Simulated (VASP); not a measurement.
# La3In: convergence with the k-mesh and plane-wave cutoff, part 3 of 3

Aim: find how far the k-mesh and plane-wave cutoff must be pushed for La3In, and what that costs. The series runs use LDA. The start is a cell from a database of measured crystal structures.

VASP 6.6.1; LDA; plane waves and PAW (La, In_d).

Still holding for the runs below: The k-mesh is coarse for a metal.

So far. Step 14 (Plane-wave cutoff: ENCUT = 310): Against the run before the energy moves by -0.04 meV an atom and the pressure by -0.02 GPa, after 14 cycles in 14 s.

### 15. Plane-wave cutoff: ENCUT = 380 (continued)

Parts of OUTCAR (step 15):

```text
  Total       -3.4297273     -3.4297273     -3.4297273     -0.0000000     -0.0000000      0.0000000
  in kB      -41.7825379    -41.7825379    -41.7825379     -0.0000000     -0.0000000      0.0000000
  external PRESSURE =     -41.7825379 kB  Pullay stress =       0.0000000 kB

 POSITION                                       TOTAL-FORCE (eV/Angst)
 -----------------------------------------------------------------------------------
      0.00000      2.54270      2.54270         0.000000      0.000000      0.000000
      2.54270      0.00000      2.54270         0.000000      0.000000      0.000000
      2.54270      2.54270      0.00000         0.000000      0.000000      0.000000
      0.00000      0.00000      0.00000         0.000000      0.000000      0.000000
 -----------------------------------------------------------------------------------
    total drift:                                0.000000     -0.000000     -0.000000

  FREE ENERGIE OF THE ION-ELECTRON SYSTEM (eV)
  ---------------------------------------------------
  free  energy   TOTEN  =       -21.2969162456 eV

  energy  without entropy=      -21.2514065466  energy(sigma->0) =      -21.27416140

[... 1 part as in an earlier step ...]

[... 2 further parts left out ...]
[key lines of the parts left out:]
E-fermi :   7.8637
```

Against the run before the energy moves by -0.35 meV an atom and the pressure by +0.17 GPa, after 14 cycles in 11 s.

### 16. Plane-wave cutoff: ENCUT = 480

Input file INCAR:

```
SYSTEM = La3In
PREC = Accurate
ENCUT = 480
EDIFF = 1E-06
NELM = 100
ISMEAR = -1
SIGMA = 0.05
LREAL = .FALSE.
ALGO = Normal
GGA = CA
NBANDS = 29
LASPH = .TRUE.
LORBIT = 11
LWAVE = .FALSE.
LCHARG = .FALSE.
KPAR = 4
ISIF = 2
```

Input file POSCAR:

```
La3In
1.0
    5.0854000000      0.0000000000      0.0000000000
    0.0000000000      5.0854000000      0.0000000000
    0.0000000000      0.0000000000      5.0854000000
La In
3 1
Direct
    0.0000000000      0.5000000000      0.5000000000
    0.5000000000      0.0000000000      0.5000000000
    0.5000000000      0.5000000000      0.0000000000
    0.0000000000      0.0000000000      0.0000000000
```

Input file KPOINTS:

```
Automatic mesh
0
Gamma
5 5 5
0 0 0
```

PAW data sets: La and In_d (PBE family, release 64).

Started as:

```
> mpirun -np 4 vasp_std
```

The log of the run:

```text
[... set-up lines as in an earlier step ...]
 entering main loop
       N       E                     dE             d eps       ncg     rms          rms(c)
DAV:   1     0.570974228439E+03    0.57097E+03   -0.15992E+04   580   0.215E+03
DAV:   2     0.125867699433E+03   -0.44511E+03   -0.43417E+03   868   0.448E+02
DAV:   3    -0.158520940514E+01   -0.12745E+03   -0.12562E+03   857   0.286E+02
DAV:   4    -0.189281093353E+02   -0.17343E+02   -0.16536E+02  1096   0.103E+02
[...]
DAV:  12    -0.212955749509E+02   -0.13403E-04   -0.16642E-04  1088   0.787E-02    0.901E-03
DAV:  13    -0.212955780364E+02   -0.30855E-05   -0.33259E-05   824   0.418E-02    0.209E-03
DAV:  14    -0.212955787508E+02   -0.71436E-06   -0.71025E-06   736   0.168E-02
   1 F= -.21295579E+02 E0= -.21272829E+02  d E =-.454990E-01
```

It took 17 s on 4 MPI ranks of Intel Xeon Platinum 8375C at 2.90GHz (Ice Lake), shared host; peak memory 0.78 GiB.

Parts of OUTCAR (step 16):

```text
  Total       -3.4120783     -3.4120783     -3.4120783     -0.0000000      0.0000000     -0.0000000
  in kB      -41.5675295    -41.5675295    -41.5675295     -0.0000000      0.0000000     -0.0000000
  external PRESSURE =     -41.5675295 kB  Pullay stress =       0.0000000 kB

  FREE ENERGIE OF THE ION-ELECTRON SYSTEM (eV)
  ---------------------------------------------------
  free  energy   TOTEN  =       -21.2955787508 eV

  energy  without entropy=      -21.2500797436  energy(sigma->0) =      -21.27282925

[... 2 parts as in an earlier step ...]

[... 2 further parts left out ...]
[key lines of the parts left out:]
E-fermi :   7.8634
```

Against the run before the energy moves by +0.33 meV an atom and the pressure by +0.02 GPa, after 14 cycles in 17 s.

### 17. The plane-wave cutoff series as a table

This step: convergence of LDA results with the cutoff; plane waves and PAW (VASP 6.6.1).

No new run; the numbers come from the runs before.

Differences are taken from the run with ENCUT = 480. Results of the series, by row:

| setting | status | energy less the reference (meV/atom) | pressure (GPa) | SCF cycles | wall time (s) |
| --- | --- | --- | --- | --- | --- |
| ENCUT = 140 | converged | 2031 | -106.6 | 12 | 5.8 |
| ENCUT = 180 | converged | 133.1 | -18.43 | 12 | 6 |
| ENCUT = 220 | converged | -0.2196 | -5.413 | 13 | 9.8 |
| ENCUT = 240 | converged | -3.623 | -4.456 | 14 | 11.4 |
| ENCUT = 280 | converged | 0.05339 | -4.332 | 14 | 9.8 |
| ENCUT = 310 | converged | 0.01452 | -4.351 | 14 | 14.2 |
| ENCUT = 380 | converged | -0.333 | -4.178 | 14 | 11 |
| ENCUT = 480 | converged | 0 | -4.157 | 14 | 17 |

### 18. Results

```yaml
k_mesh_from_which_the_energy_stays_within_10_mev_atom_of_the_reference: 5 5 5
k_mesh_from_which_the_energy_stays_within_1_mev_atom_of_the_reference: none before the reference itself
k_mesh_from_which_the_pressure_stays_within_0p2_gpa_of_the_reference: 4 4 4
spread_of_the_pressure_over_the_k_mesh: 2.26 GPa
spread_of_the_energy_over_the_k_mesh: 36.0 meV/atom
plane_wave_cutoff_from_which_the_energy_stays_within_10_mev_atom_of_the_reference: ENCUT = 220
plane_wave_cutoff_from_which_the_energy_stays_within_1_mev_atom_of_the_reference: ENCUT = 280
plane_wave_cutoff_from_which_the_pressure_stays_within_0p2_gpa_of_the_reference: ENCUT = 280
spread_of_the_pressure_over_the_plane_wave_cutoff: 102 GPa
spread_of_the_energy_over_the_plane_wave_cutoff: 2035 meV/atom
```

What this shows: No run before the reference (8 8 8) settles within 1 meV an atom of it; the nearest step is off by -4.1 meV an atom, +0.07 GPa. The pressure holds within 0.2 GPa from 4 4 4 on. The energy swings above and below the reference, since the sum over k-points is not variational. A metal's Fermi surface slows this convergence. From ENCUT = 280 on, the energy stays within 1 meV an atom of the reference, at 58 % of its time. The pressure holds within 0.2 GPa from ENCUT = 280 on. These cutoffs are 0.6 to 2 times the default of the data sets, about 240 eV; at the default the run is off by -3.6 meV an atom, -0.30 GPa, and at 1.3 times by +0.0 meV an atom, -0.19 GPa. Energy differences between like cells converge faster than these totals. Differences are taken from the run with 8 8 8, which is itself not the exact limit. Forces vanish by symmetry in this cell, so the series can't test them. The runs at ENCUT = 140; ENCUT = 180 are over 30 meV an atom or 2 GPa off and describe the material poorly.

[Lines on the potential files, build, host, timing and source positions are cut from VASP's logs without a mark.]

[Logs are printed without paths, hosts, clocks, repeated set-up lines and the standing remarks that a program may print on its own settings, such as how far it seeks lower states.]

[Hosts, paths, dates, database ids (printed as entryN), source tags and the programs' standing remarks are cut or masked in the printed files.]

[A measured line is paired with the nearest computed mode of its activity, which favours agreement.]
